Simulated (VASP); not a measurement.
VASP ran on this input.

File KPOINTS:
```
Automatic mesh
0
Gamma
6 6 6
0 0 0
```

POSCAR:
```
Ba2ScO3F
1
   -2.0810050000     2.0810050000     6.8057400000
    2.0810050000    -2.0810050000     6.8057400000
    2.0810050000     2.0810050000    -6.8057400000
Ba Sc O F
2 1 3 1
Direct
  0.6366000000   0.6366000000   0.0000000000
  0.3613500000   0.3613500000   0.0000000000
  0.9874000000   0.9874000000   0.0000000000
  0.0059800000   0.5059800000   0.5000000000
  0.5059800000   0.0059800000   0.5000000000
  0.8381700000   0.8381700000   0.0000000000
  0.1645300000   0.1645300000   0.0000000000
```

INCAR:
```
LDAUL  =  -1 2 -1 -1
LCHARG  =  .FALSE.
LDAU  =  .TRUE.
ENCUT  =  400   ! plane-wave cut-off (eV)
PREC  =  Accurate
EDIFF  =  1E-6   ! SCF stop (eV)
ISIF  =  2
SYSTEM  =  Ba2ScO3F
GGA  =  PS   ! PBEsol
LREAL  =  .FALSE.
LDAUU  =  0 8.0 0 0
ALGO  =  Normal   ! blocked Davidson
LDAUJ  =  0 0 0 0
LDAUTYPE  =  2
NELM  =  100
SIGMA  =  0.01
LWAVE  =  .FALSE.
ISMEAR  =  0   ! Gaussian
LMAXMIX  =  4
LASPH  =  .TRUE.
```

POTCAR, in this order: Ba_sv Sc_sv O F (PBE.64 set). Program: vasp_std.

Translate this PBEsol+U calculation to Ansatz.

One equivalent input (not run):
Ansatz 0.2 input:
```yaml
crystal:
  lattice:
    - [-2.0810050, 2.0810050, 6.8057400]
    - [2.0810050, -2.0810050, 6.8057400]
    - [2.0810050, 2.0810050, -6.8057400]
  atoms:
    - { symbol: Ba, position: [0.6366000, 0.6366000, 0.0000000] }
    - { symbol: Ba, position: [0.3613500, 0.3613500, 0.0000000] }
    - { symbol: Sc, position: [0.9874000, 0.9874000, 0.0000000] }
    - { symbol: O, position: [0.0059800, 0.5059800, 0.5000000] }
    - { symbol: O, position: [0.5059800, 0.0059800, 0.5000000] }
    - { symbol: O, position: [0.8381700, 0.8381700, 0.0000000] }
    - { symbol: F, position: [0.1645300, 0.1645300, 0.0000000] }
kpoints:
  mp_grid: { grid: [6, 6, 6] }
hamiltonian:
  xc: pbesol
  pseudopotentials: { kind: paw }
  hubbard:
    sites:
      - { species: Sc, l: d, u_eff: 8 }
scf:
  occupations: { method: gaussian, width: 0.01 }
  max_iter: 100
output: { forces: true, stress: true, eigenvalues: true }
```
What does not carry over: each code has its own PAW files, so the cut-off isn't converted (ENCUT is set for VASP's; basis.ecutwfc is left out, and Ansatz then takes the one that its files recommend); Ansatz stops its SCF on the density residual and VASP on the energy change (EDIFF); the +U projectors differ, so the same U acts differently.

The structure comes from a computed database's Ba2ScO3F entry; how it stands against other phases isn't given here. The cell was not relaxed at this level. The run is one of a series of settings (LDAU = .TRUE., LDAUJ = 0 0 0 0, LDAUL = -1 2 -1 -1, LDAUTYPE = 2, LDAUU = 0 8.0 0 0 against the base run), some of them coarse on purpose.
